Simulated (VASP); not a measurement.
Data:

```
CSi
1.0
    1.50846    -2.61272     0.00000
    1.50846     2.61272     0.00000
    0.00000     0.00000     4.95027
Si C
2 2
Direct
  0.66667   0.33333   0.49960
  0.33333   0.66667   0.99960
  0.66667   0.33333   0.87540
  0.33333   0.66667   0.37540
```

Calculation: LDA (Ceperley-Alder, Perdew-Zunger), VASP's LDA PAW potentials (set 64) (plane waves; VASP). Run with 620 eV cut-off, 8×8×5 Γ-centred mesh, Gaussian smearing of 0.050 eV, potentials Si C.

### Question
Estimate the energy per atom (σ→0), pressure.

### Answer

```json
{
 "energy per atom (σ→0)": "-8.308 eV/atom",
 "pressure": "9.98 GPa"
}
```

Only differences to runs with the same potentials and settings are physical.

The compound is SiC in the wurtzite structure, the rare 2H polytype. It was relaxed first under an external pressure of 10 GPa.
